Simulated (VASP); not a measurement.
Calculation: PBE GGA, VASP's PBE PAW potentials (set 64) (plane waves; VASP 6.6.1).

Input for VASP

### INCAR
```
SYSTEM = MgB31N32
PREC = Normal
ENCUT = 400
EDIFF = 1E-5
NELM = 100
ALGO = Fast
LREAL = Auto
LASPH = .TRUE.
ISMEAR = 0
SIGMA = 0.05
GGA = PE
LWAVE = .TRUE.
LCHARG = .FALSE.
NELMIN = 4
ISYM = 0
ISPIN = 2
NUPDOWN = 1
MAGMOM = 64*0.0156
LORBIT = 10
IBRION = 2
ISIF = 2
NSW = 60
EDIFFG = -0.03
```

KPOINTS:
```
Automatic mesh
0
Gamma
1 1 1
0 0 0
```

### POSCAR
```
MgB31N32
1
    7.2488848260     0.0000000000     0.0000000000
    0.0000000000     7.2488848260     0.0000000000
   -0.0000000000    -0.0000000000     7.2488848260
B N Mg
31 32 1
Direct
  0.5000000000   0.0000000000   0.0000000000
  0.7500000000   0.2500000000   0.0000000000
  0.7500000000   0.0000000000   0.2500000000
  0.0000000000   0.0000000000   0.0000000000
  0.2500000000   0.2500000000   0.0000000000
  0.5000000000   0.5000000000   0.0000000000
  0.7500000000   0.7500000000   0.0000000000
  0.2500000000   0.0000000000   0.2500000000
  0.5027990000   0.2568010000   0.2518910000
  0.7431490000   0.4940840000   0.2509450000
  0.5000000000   0.0000000000   0.5000000000
  0.7441190000   0.2469870000   0.4942700000
  0.7500000000   0.0000000000   0.7500000000
  0.0000000000   0.5000000000   0.0000000000
  0.2500000000   0.7500000000   0.0000000000
  0.0000000000   0.2500000000   0.2500000000
  0.2494390000   0.5006050000   0.2510590000
  0.5020570000   0.7566080000   0.2529940000
  0.0000000000   0.0000000000   0.5000000000
  0.2433970000   0.2446250000   0.4964780000
  0.7544840000   0.7493610000   0.5014570000
  0.2500000000   0.0000000000   0.7500000000
  0.5055630000   0.2502700000   0.7560440000
  0.7473140000   0.4963830000   0.7486340000
  0.0000000000   0.7500000000   0.2500000000
  0.0000000000   0.5000000000   0.5000000000
  0.2461040000   0.7482700000   0.4990880000
  0.0000000000   0.2500000000   0.7500000000
  0.2437540000   0.4971390000   0.7437360000
  0.5052010000   0.7556360000   0.7493400000
  0.0000000000   0.7500000000   0.7500000000
  0.6250000000   0.1250000000   0.1250000000
  0.8750000000   0.3750000000   0.1250000000
  0.8750000000   0.1250000000   0.3750000000
  0.1250000000   0.1250000000   0.1250000000
  0.3787780000   0.3756750000   0.1202730000
  0.6279950000   0.6183040000   0.1251820000
  0.8750000000   0.8750000000   0.1250000000
  0.3797080000   0.1264600000   0.3743830000
  0.6183380000   0.3700150000   0.3770100000
  0.8773430000   0.6298060000   0.3716110000
  0.6318420000   0.1194690000   0.6291040000
  0.8806610000   0.3780770000   0.6289370000
  0.8750000000   0.1250000000   0.8750000000
  0.1250000000   0.6250000000   0.1250000000
  0.3750000000   0.8750000000   0.1250000000
  0.1259300000   0.3751480000   0.3750930000
  0.3685730000   0.6208280000   0.3717210000
  0.6276320000   0.8746890000   0.3769150000
  0.1250000000   0.1250000000   0.6250000000
  0.3799040000   0.3682310000   0.6198080000
  0.6289510000   0.6208770000   0.6242010000
  0.8750000000   0.8750000000   0.6250000000
  0.3750000000   0.1250000000   0.8750000000
  0.6248040000   0.3706120000   0.8704940000
  0.8750000000   0.6250000000   0.8750000000
  0.1250000000   0.8750000000   0.3750000000
  0.1183220000   0.6307970000   0.6214760000
  0.3706810000   0.8726790000   0.6286320000
  0.1250000000   0.3750000000   0.8750000000
  0.3807240000   0.6254860000   0.8752920000
  0.6250000000   0.8750000000   0.8750000000
  0.1250000000   0.8750000000   0.8750000000
  0.4971070000   0.5005510000   0.4946640000
```

POTCAR, in this order: B N Mg (PBE.64 set). Program: vasp_gam.

The resulting files:

### OSZICAR
```
...
DAV:   1    -0.544133095133E+03   -0.34730E+00   -0.47235E+01   640   0.194E+01    0.208E+00
RMM:   2    -0.544160058205E+03   -0.26963E-01   -0.95284E-01   640   0.267E+00    0.127E+00
RMM:   3    -0.544174909306E+03   -0.14851E-01   -0.11605E-01   640   0.949E-01    0.107E+00
RMM:   4    -0.544172406447E+03    0.25029E-02   -0.45065E-02   643   0.451E-01    0.103E+00
RMM:   5    -0.544167369555E+03    0.50369E-02   -0.12254E-02   640   0.270E-01    0.592E-01
RMM:   6    -0.544165152077E+03    0.22175E-02   -0.84219E-03   641   0.187E-01    0.168E-01
RMM:   7    -0.544165431501E+03   -0.27942E-03   -0.94159E-04   640   0.843E-02    0.905E-02
RMM:   8    -0.544165473107E+03   -0.41606E-04   -0.57320E-04   642   0.450E-02    0.103E-01
RMM:   9    -0.544165425851E+03    0.47256E-04   -0.14681E-04   627   0.286E-02    0.309E-02
RMM:  10    -0.544165434513E+03   -0.86616E-05   -0.44697E-05   464   0.141E-02
   7 F= -.54416543E+03 E0= -.54414681E+03  d E =-.677589E+00  mag=     1.0000
       N       E                     dE             d eps       ncg     rms          rms(c)
DAV:   1    -0.544247530339E+03   -0.82104E-01   -0.21634E+01   672   0.132E+01    0.137E+00
RMM:   2    -0.544263276661E+03   -0.15746E-01   -0.43865E-01   640   0.182E+00    0.990E-01
RMM:   3    -0.544271304037E+03   -0.80274E-02   -0.52555E-02   640   0.650E-01    0.701E-01
RMM:   4    -0.544270616426E+03    0.68761E-03   -0.22853E-02   641   0.317E-01    0.764E-01
RMM:   5    -0.544267125850E+03    0.34906E-02   -0.63384E-03   641   0.192E-01    0.247E-01
RMM:   6    -0.544266977060E+03    0.14879E-03   -0.24953E-03   640   0.106E-01    0.723E-02
RMM:   7    -0.544267021065E+03   -0.44005E-04   -0.26088E-04   641   0.454E-02    0.430E-02
RMM:   8    -0.544267029901E+03   -0.88361E-05   -0.11088E-04   594   0.214E-02    0.240E-02
RMM:   9    -0.544267031977E+03   -0.20762E-05   -0.21592E-05   418   0.105E-02
   8 F= -.54426703E+03 E0= -.54424820E+03  d E =-.101597E+00  mag=     1.0000
       N       E                     dE             d eps       ncg     rms          rms(c)
DAV:   1    -0.544271217965E+03   -0.41881E-02   -0.66658E-01   704   0.232E+00    0.235E-01
RMM:   2    -0.544271704903E+03   -0.48694E-03   -0.13422E-02   640   0.318E-01    0.165E-01
RMM:   3    -0.544271943635E+03   -0.23873E-03   -0.16006E-03   640   0.113E-01    0.125E-01
RMM:   4    -0.544271926764E+03    0.16871E-04   -0.69173E-04   641   0.550E-02    0.135E-01
RMM:   5    -0.544271818847E+03    0.10792E-03   -0.19290E-04   639   0.335E-02    0.518E-02
RMM:   6    -0.544271808942E+03    0.99054E-05   -0.98959E-05   581   0.202E-02
   9 F= -.54427181E+03 E0= -.54425298E+03  d E =-.106374E+00  mag=     1.0000
       N       E                     dE             d eps       ncg     rms          rms(c)
DAV:   1    -0.544281501314E+03   -0.96825E-02   -0.46233E+00   672   0.609E+00    0.494E-01
RMM:   2    -0.544285304984E+03   -0.38037E-02   -0.85278E-02   640   0.812E-01    0.265E-01
RMM:   3    -0.544285406145E+03   -0.10116E-03   -0.11870E-02   640   0.291E-01    0.192E-01
RMM:   4    -0.544285516793E+03   -0.11065E-03   -0.31755E-03   642   0.126E-01    0.279E-01
RMM:   5    -0.544285404070E+03    0.11272E-03   -0.91964E-04   641   0.722E-02    0.181E-01
RMM:   6    -0.544285243449E+03    0.16062E-03   -0.64706E-04   640   0.493E-02    0.531E-02
RMM:   7    -0.544285256511E+03   -0.13062E-04   -0.78070E-05   569   0.249E-02    0.274E-02
RMM:   8    -0.544285260607E+03   -0.40960E-05   -0.23602E-05   414   0.960E-03
  10 F= -.54428526E+03 E0= -.54426633E+03  d E =-.134517E-01  mag=     1.0000
       N       E                     dE             d eps       ncg     rms          rms(c)
DAV:   1    -0.544287504013E+03   -0.22475E-02   -0.37721E-01   704   0.174E+00    0.139E-01
RMM:   2    -0.544287807264E+03   -0.30325E-03   -0.69101E-03   640   0.232E-01    0.735E-02
RMM:   3    -0.544287815579E+03   -0.83147E-05   -0.97410E-04   640   0.832E-02    0.569E-02
RMM:   4    -0.544287816714E+03   -0.11348E-05   -0.25120E-04   643   0.355E-02    0.730E-02
RMM:   5    -0.544287820648E+03   -0.39343E-05   -0.77206E-05   590   0.210E-02
  11 F= -.54428782E+03 E0= -.54426889E+03  d E =-.160117E-01  mag=     1.0000
       N       E                     dE             d eps       ncg     rms          rms(c)
DAV:   1    -0.544291369169E+03   -0.35525E-02   -0.87299E-01   688   0.265E+00    0.210E-01
RMM:   2    -0.544292150381E+03   -0.78121E-03   -0.13670E-02   640   0.324E-01    0.118E-01
RMM:   3    -0.544292292828E+03   -0.14245E-03   -0.19143E-03   645   0.115E-01    0.108E-01
RMM:   4    -0.544292252919E+03    0.39909E-04   -0.48006E-04   643   0.476E-02    0.792E-02
RMM:   5    -0.544292228498E+03    0.24421E-04   -0.20120E-04   640   0.328E-02    0.579E-02
RMM:   6    -0.544292210505E+03    0.17993E-04   -0.76291E-05   553   0.181E-02    0.151E-02
RMM:   7    -0.544292213252E+03   -0.27472E-05   -0.13557E-05   404   0.835E-03
  12 F= -.54429221E+03 E0= -.54427316E+03  d E =-.439260E-02  mag=     1.0000
       N       E                     dE             d eps       ncg     rms          rms(c)
DAV:   1    -0.544292260246E+03   -0.49741E-04   -0.13199E-02   768   0.326E-01    0.306E-02
RMM:   2    -0.544292271535E+03   -0.11289E-04   -0.22436E-04   640   0.413E-02    0.170E-02
RMM:   3    -0.544292276063E+03   -0.45283E-05   -0.31323E-05   463   0.147E-02    0.177E-02
RMM:   4    -0.544292274761E+03    0.13022E-05   -0.82658E-06   378   0.627E-03
  13 F= -.54429227E+03 E0= -.54427319E+03  d E =-.445411E-02  mag=     1.0000
       N       E                     dE             d eps       ncg     rms          rms(c)
DAV:   1    -0.544294166845E+03   -0.18908E-02   -0.40448E-01   672   0.179E+00    0.210E-01
RMM:   2    -0.544294220471E+03   -0.53626E-04   -0.72066E-03   640   0.225E-01    0.139E-01
RMM:   3    -0.544294479115E+03   -0.25864E-03   -0.98769E-04   641   0.850E-02    0.119E-01
RMM:   4    -0.544294413816E+03    0.65299E-04   -0.41647E-04   642   0.413E-02    0.735E-02
RMM:   5    -0.544294383464E+03    0.30352E-04   -0.12657E-04   619   0.265E-02    0.330E-02
RMM:   6    -0.544294379915E+03    0.35486E-05   -0.41799E-05   451   0.130E-02
  14 F= -.54429438E+03 E0= -.54427520E+03  d E =-.210515E-02  mag=     1.0000
       N       E                     dE             d eps       ncg     rms          rms(c)
DAV:   1    -0.544294442948E+03   -0.59484E-04   -0.18168E-02   736   0.380E-01    0.440E-02
RMM:   2    -0.544294449756E+03   -0.68076E-05   -0.32314E-04   640   0.480E-02    0.280E-02
RMM:   3    -0.544294461291E+03   -0.11536E-04   -0.45616E-05   494   0.180E-02    0.252E-02
RMM:   4    -0.544294458508E+03    0.27837E-05   -0.17293E-05   404   0.848E-03
  15 F= -.54429446E+03 E0= -.54427526E+03  d E =-.218375E-02  mag=     1.0000
       N       E                     dE             d eps       ncg     rms          rms(c)
DAV:   1    -0.544294966837E+03   -0.50555E-03   -0.17089E-01   672   0.114E+00    0.182E-01
RMM:   2    -0.544294853961E+03    0.11288E-03   -0.40464E-03   640   0.162E-01    0.127E-01
RMM:   3    -0.544295061136E+03   -0.20717E-03   -0.53589E-04   640   0.643E-02    0.106E-01
RMM:   4    -0.544294996459E+03    0.64677E-04   -0.24030E-04   637   0.317E-02    0.484E-02
RMM:   5    -0.544294982885E+03    0.13574E-04   -0.63853E-05   570   0.193E-02    0.210E-02
RMM:   6    -0.544294981258E+03    0.16264E-05   -0.16934E-05   399   0.869E-03
  16 F= -.54429498E+03 E0= -.54427574E+03  d E =-.522751E-03  mag=     1.0000
       N       E                     dE             d eps       ncg     rms          rms(c)
DAV:   1    -0.544294997626E+03   -0.14741E-04   -0.37607E-03   736   0.170E-01    0.270E-02
RMM:   2    -0.544294994332E+03    0.32939E-05   -0.88358E-05   618   0.239E-02    0.191E-02
RMM:   3    -0.544294998657E+03   -0.43253E-05   -0.11694E-05   379   0.951E-03    0.156E-02
RMM:   4    -0.544294997167E+03    0.14899E-05   -0.47119E-06   368   0.455E-03
  17 F= -.54429500E+03 E0= -.54427576E+03  d E =-.538660E-03  mag=     1.0000
```

OUTCAR:
```
------------------------ aborting loop because EDIFF is reached ----------------------------------------
  FORCE on cell =-STRESS in cart. coord.  units (eV):
  Direction    XX          YY          ZZ          XY          YZ          ZX
  --------------------------------------------------------------------------------------
  Total       12.0885084     12.0941921     12.1370092     -0.0486924      0.0758783     -0.0029540
  in kB       50.8475110     50.8714184     51.0515184     -0.2048134      0.3191646     -0.0124254
  external PRESSURE =      50.9234826 kB  Pullay stress =       0.0000000 kB
  volume of cell :      380.90
      direct lattice vectors                 reciprocal lattice vectors
     7.248884826  0.000000000  0.000000000     0.137952254  0.000000000  0.000000000
     0.000000000  7.248884826  0.000000000     0.000000000  0.137952254  0.000000000
     0.000000000  0.000000000  7.248884826     0.000000000  0.000000000  0.137952254
  FREE ENERGIE OF THE ION-ELECTRON SYSTEM (eV)
  ---------------------------------------------------
  free  energy   TOTEN  =      -544.2949971675 eV

  energy  without entropy=     -544.2565298322  energy(sigma->0) =     -544.27576350

 total charge

# of ion       s       p       d       tot
------------------------------------------
    1        0.691   1.424   0.000   2.115
    2        0.674   1.356   0.000   2.029
    3        0.673   1.355   0.000   2.028
    4        0.672   1.354   0.000   2.027
    5        0.674   1.355   0.000   2.029
    6        0.673   1.362   0.000   2.035
    7        0.674   1.356   0.000   2.029
    8        0.674   1.356   0.000   2.029
    9        0.677   1.379   0.000   2.056
   10        0.677   1.379   0.000   2.056
   11        0.673   1.362   0.000   2.035
   12        0.677   1.379   0.000   2.056
   13        0.674   1.356   0.000   2.029
   14        0.691   1.424   0.000   2.115
   15        0.673   1.355   0.000   2.029
   16        0.673   1.355   0.000   2.029
   17        0.677   1.380   0.000   2.057
   18        0.677   1.379   0.000   2.056
   19        0.691   1.424   0.000   2.115
   20        0.677   1.379   0.000   2.056
   21        0.677   1.379   0.000   2.056
   22        0.673   1.355   0.000   2.029
   23        0.677   1.379   0.000   2.056
   24        0.677   1.379   0.000   2.057
   25        0.674   1.356   0.000   2.029
   26        0.673   1.362   0.000   2.036
   27        0.677   1.379   0.000   2.056
   28        0.674   1.356   0.000   2.029
   29        0.677   1.379   0.000   2.056
   30        0.677   1.379   0.000   2.056
   31        0.674   1.356   0.000   2.029
   32        1.228   2.721   0.000   3.949
   33        1.228   2.721   0.000   3.949
   34        1.228   2.720   0.000   3.948
   35        1.225   2.720   0.000   3.945
   36        1.222   2.701   0.000   3.922
   37        1.222   2.700   0.000   3.922
   38        1.225   2.720   0.000   3.945
   39        1.222   2.701   0.000   3.922
   40        1.237   2.786   0.000   4.024
   41        1.222   2.701   0.000   3.922
   42        1.222   2.701   0.000   3.922
   43        1.222   2.701   0.000   3.922
   44        1.225   2.720   0.000   3.945
   45        1.228   2.720   0.000   3.948
   46        1.228   2.719   0.000   3.948
   47        1.222   2.700   0.000   3.922
   48        1.238   2.784   0.000   4.022
   49        1.222   2.700   0.000   3.922
   50        1.228   2.720   0.000   3.948
   51        1.238   2.784   0.000   4.022
   52        1.238   2.786   0.000   4.023
   53        1.228   2.720   0.000   3.949
   54        1.228   2.719   0.000   3.948
   55        1.222   2.701   0.000   3.922
   56        1.228   2.720   0.000   3.948
   57        1.228   2.720   0.000   3.948
   58        1.222   2.700   0.000   3.922
   59        1.222   2.700   0.000   3.922
   60        1.228   2.720   0.000   3.948
   61        1.222   2.700   0.000   3.922
   62        1.228   2.721   0.000   3.949
   63        1.225   2.720   0.000   3.945
   64        0.274   0.349   0.152   0.775
--------------------------------------------------
tot         60.498 129.944   0.152 190.594

 magnetization (x)

# of ion       s       p       d       tot
------------------------------------------
    1       -0.001   0.004   0.000   0.004
    2       -0.001  -0.001   0.000  -0.001
    3       -0.001  -0.001   0.000  -0.001
    4       -0.000  -0.000   0.000  -0.000
    5       -0.001  -0.001   0.000  -0.001
    6       -0.000  -0.001   0.000  -0.001
    7       -0.001  -0.001   0.000  -0.001
    8       -0.001  -0.001   0.000  -0.001
    9       -0.001   0.000   0.000  -0.000
   10       -0.001   0.000   0.000  -0.000
   11       -0.000  -0.000   0.000  -0.001
   12       -0.001   0.001   0.000  -0.000
   13       -0.001  -0.001   0.000  -0.001
   14       -0.001   0.004   0.000   0.004
   15       -0.001  -0.001   0.000  -0.001
   16       -0.001  -0.001   0.000  -0.001
   17       -0.001   0.000   0.000  -0.001
...
```
(Selected blocks of OUTCAR.)

**CONTCAR**
```
MgB31N32
   1.00000000000000
     7.2488848260000003    0.0000000000000000    0.0000000000000000
     0.0000000000000000    7.2488848260000003    0.0000000000000000
     0.0000000000000000    0.0000000000000000    7.2488848260000003
  B               N               Mg
    31    32     1
Direct
     0.5002570735209467    0.9996771175333499    0.9996859448816351
     0.7505715169023500    0.2490719442504832    0.9987579477808219
     0.7505001186991521    0.9985895003664745    0.2492956543833458
     0.0001112686940152    0.9994522779887265    0.9996330570119986
     0.2497031407049168    0.2490699406416984    0.0008039946285597
     0.5001510730549688    0.4994637720461755    0.9997691429413540
     0.7505473166043476    0.7500057639967099    0.0007281410927377
     0.2496039165440948    0.0006968244297254    0.2492427207943931
     0.5038527151045834    0.2463225269830842    0.2465159821931919
     0.7533608390895490    0.4959073774975490    0.2465888073200154
     0.5001350375918087    0.9995248135441200    0.4996650536037784
     0.7532841093593643    0.2464884204238034    0.4961420563436073
     0.7505502681222886    0.0006415961732253    0.7501125554523014
     0.0000240581404104    0.4994641843439047    0.9996983926836909
     0.2496178811207074    0.7500041398758766    0.9985876662944955
     0.0010748539910824    0.2491178280387304    0.2492702523115012
     0.2467104231167738    0.5031416488940820    0.2462546415636104
     0.4965386578725769    0.7529383045103866    0.2462266939777704
     0.0000224135338467    0.9996264019843804    0.4996925751221687
     0.2469530101029024    0.2462874363585806    0.5032880564756174
     0.7533930281590503    0.7527618730714184    0.5033849096092028
     0.2497731956394382    0.9985419439638891    0.7500700005043776
     0.4966878549470742    0.2463777959216064    0.7528939902874801
     0.7533841282046561    0.5031765529444063    0.7529723945382060
     0.9989766367923458    0.7500069031912585    0.2492958980723197
     0.0001684586244782    0.4995324542099899    0.4997510265215377
     0.2467225049907145    0.7529933200552069    0.4960399084692049
     0.9990805577361282    0.2490938470603711    0.7502015032299921
     0.2469110400371412    0.4958986937460723    0.7531090799712845
     0.5038723072698410    0.7528598999109660    0.7531055725442199
     0.0011724121155705    0.7500162639919487    0.7500765884965268
     0.6256565651834052    0.1211571398652676    0.1212723786867089
     0.8785027788279341    0.3739815510453867    0.1212620366932304
     0.8784770343954754    0.1212196456420565    0.3741383365027819
     0.1249820429771837    0.1245554113955736    0.1246523206442011
     0.3753062229245186    0.3748074887792976    0.1247300830771952
     0.6248304739657079    0.6243420441393138    0.1246515885684466
     0.8750528246799456    0.8745719219187010    0.1246695903892505
     0.3753174681048734    0.1245082222921823    0.3749416620734903
     0.6458829987208894    0.3538302189987571    0.3539255306102007
     0.8751556334371144    0.6242915452045632    0.3750387834820514
     0.6248519587712467    0.1245433103410342    0.6244678424456213
     0.8751518510563242    0.3748333456201478    0.6245259727682994
     0.8751011674382025    0.1245355545331406    0.8747383532126267
     0.1214280064178732    0.6252223653834446    0.1211225472235758
     0.3743606004508530    0.8782000439510090    0.1210727724010939
     0.1250767124508399    0.3748407967539587    0.3749411801826908
     0.3535865036989685    0.6460284808155853    0.3531437750776589
     0.6248108148996692    0.8745552415211797    0.3749380691685336
     0.1216271124342074    0.1211317820619827    0.6253126392514518
     0.3540422764889687    0.3535239271544476    0.6457924107539097
     0.6461077324946731    0.6455921846676744    0.6458129148109305
     0.8785669367273143    0.8780647902274770    0.6253173561408720
     0.3744904900071839    0.1211607706688258    0.8781292938628630
     0.6249253171338847    0.3748021012764240    0.8748013445079533
     0.8785703238611346    0.6251973047900201    0.8781204895855013
     0.1214329367562419    0.8781961170493394    0.3740508312610284
     0.1251108689000620    0.6243042706179845    0.6244707569897665
     0.3753820284233199    0.8745705710567583    0.6244102933349682
     0.1215630039047139    0.3739149811456581    0.8782729158770087
     0.3753547277627592    0.6242676457131898    0.8748276629244924
     0.6257199796343104    0.8781260507225492    0.8782415006736639
     0.1250845615092427    0.8746015713086940    0.8746145737473107
     0.4994512291738434    0.5002432353902008    0.4994639839696852
```

At this cut-off the stress carries a Pulay error, which pulls relaxed volumes low. The supercell is sampled at Γ alone, which is coarse: total energies, pressure and levels can be off, energies of defects by several tenths of an eV.

The cell is a supercell with a defect, built from BN (zinc blende): Mg_B.
